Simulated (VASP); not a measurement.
VASP input:

### INCAR
```
# general
SYSTEM =Ba
PREC   =Accurate
ENCUT  =480
LREAL  =.False.
LASPH  =.True.

# electronic loop
EDIFF  =1E-7
NELM   =100
ALGO   =Normal
LMAXMIX=4

# smearing
ISMEAR =1
SIGMA  =0.1

# functional
GGA    =PS

# ions
ISIF   =2

# output
LWAVE  =.False.
LCHARG =.False.
```

File POSCAR:
```
Ba
4.2391660
 -0.5773503104   0.5773503104   0.5773503104
  0.5773503104  -0.5773503104   0.5773503104
  0.5773503104   0.5773503104  -0.5773503104
Ba
1
Direct
  0.0000000000   0.0000000000   0.0000000000
```

### KPOINTS
```
Automatic mesh
0
Gamma
10 10 10
0 0 0
```

POTCAR, in this order: Ba_sv (PBE.64 set). Program: vasp_std.

Write an equivalent input for Ansatz.

One equivalent input (not run):
Ansatz 0.2 input:
```yaml
crystal:
  lattice:
    - [-2.4474838, 2.4474838, 2.4474838]
    - [2.4474838, -2.4474838, 2.4474838]
    - [2.4474838, 2.4474838, -2.4474838]
  atoms:
    - { symbol: Ba, position: [0.0000000, 0.0000000, 0.0000000] }
kpoints:
  mp_grid: { grid: [10, 10, 10] }
hamiltonian:
  xc: pbesol
  pseudopotentials: { kind: paw }
scf:
  occupations: { method: methfessel_paxton, width: 0.1 }
  max_iter: 100
output: { forces: true, stress: true, eigenvalues: true }
```
What does not carry over: each code has its own PAW files, so the cut-off isn't converted (ENCUT is set for VASP's; basis.ecutwfc is left out, and Ansatz then takes the one that its files recommend); Ansatz stops its SCF on the density residual and VASP on the energy change (EDIFF).

The compound is Ba in the bcc structure. It was relaxed first, which changed the volume by -7 %.
